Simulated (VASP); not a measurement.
Output of a VASP run:

### OSZICAR
```
       N       E                     dE             d eps       ncg     rms          rms(c)
DAV:   1     0.241149846892E+02    0.24115E+02   -0.37943E+03   560   0.823E+02
DAV:   2    -0.789257007603E+01   -0.32008E+02   -0.30771E+02   784   0.108E+02
DAV:   3    -0.891419649805E+01   -0.10216E+01   -0.10216E+01   656   0.270E+01
DAV:   4    -0.891908791322E+01   -0.48914E-02   -0.48914E-02   936   0.208E+00
DAV:   5    -0.891909154337E+01   -0.36302E-05   -0.36302E-05   712   0.536E-02    0.421E+00
DAV:   6    -0.853352396228E+01    0.38557E+00   -0.10275E+00   584   0.493E+00    0.329E+00
DAV:   7    -0.849187068366E+01    0.41653E-01   -0.23744E-01   728   0.256E+00    0.223E+00
DAV:   8    -0.849149477970E+01    0.37590E-03   -0.14691E-02   640   0.102E+00    0.880E-01
DAV:   9    -0.849127572761E+01    0.21905E-03   -0.62457E-04   688   0.196E-01    0.292E-01
DAV:  10    -0.849131548085E+01   -0.39753E-04   -0.16936E-04   776   0.840E-02    0.125E-02
DAV:  11    -0.849131365007E+01    0.18308E-05   -0.20721E-05   712   0.236E-02    0.121E-02
DAV:  12    -0.849131363621E+01    0.13857E-07   -0.42897E-07   744   0.559E-03
   1 F= -.89350049E+01 E0= -.89350049E+01  d E =-.615090E-16
```

### OUTCAR
```
------------------------ aborting loop because EDIFF is reached ----------------------------------------
 Edisp (eV)   -0.44369
  FORCE on cell =-STRESS in cart. coord.  units (eV):
  Direction    XX          YY          ZZ          XY          YZ          ZX
  --------------------------------------------------------------------------------------
  Total      -0.95380    -0.95380    -0.95380    -0.00000     0.00000     0.00000
  in kB     -41.27215   -41.27215   -41.27215    -0.00000     0.00000     0.00000
  external pressure =      -41.27 kB  Pullay stress =        0.00 kB
  volume of cell :       37.03
      direct lattice vectors                 reciprocal lattice vectors
     0.000000000  2.645410142  2.645410142    -0.189006609  0.189006609  0.189006609
     2.645410142  0.000000000  2.645410142     0.189006609 -0.189006609  0.189006609
     2.645410142  2.645410142  0.000000000     0.189006609  0.189006609 -0.189006609
 POSITION                                       TOTAL-FORCE (eV/Angst)
 -----------------------------------------------------------------------------------
      0.00000      0.00000      0.00000        -0.000000      0.000000     -0.000000
      2.64541      2.64541      2.64541         0.000000     -0.000000      0.000000
 -----------------------------------------------------------------------------------
    total drift:                                0.000000      0.000000      0.000000
  FREE ENERGIE OF THE ION-ELECTRON SYSTEM (eV)
  ---------------------------------------------------
  free  energy   TOTEN  =        -8.9350049216 eV

  energy  without entropy=       -8.9350049216  energy(sigma->0) =       -8.93500492
```
(Selected blocks of OUTCAR.)

### POSCAR
```
MgS
1
    0.0000000000     2.6454101419     2.6454101419
    2.6454101419     0.0000000000     2.6454101419
    2.6454101419     2.6454101419     0.0000000000
Mg S
1 1
Direct
  0.0000000000   0.0000000000   0.0000000000
  0.5000000000   0.5000000000   0.5000000000
```

**Question.** Write an INCAR and KPOINTS that could have produced this output.

**Answer.** Several could match; the one computed here: the input of the run itself, PBE GGA with D3 dispersion (zero damping), plane waves, VASP's PBE PAW potentials (set 64).

**KPOINTS**
```
Automatic mesh
0
G
 9 9 9
0 0 0
```

**INCAR**
```
SYSTEM = MgS
PREC = Accurate
ENCUT = 520
EDIFF = 1E-7
NELM = 100
ALGO = Normal
LREAL = .FALSE.
LASPH = .TRUE.
ISMEAR = 0
SIGMA = 0.05
GGA = PE
IVDW = 11
LWAVE = .FALSE.
LCHARG = .FALSE.
ISIF = 2
```

POTCAR, in this order: Mg S (PBE.64 set). Program: vasp_std.

The compound is MgS in the rock salt structure. This cell is one point of a volume scan, at 1.06 of the reference volume.
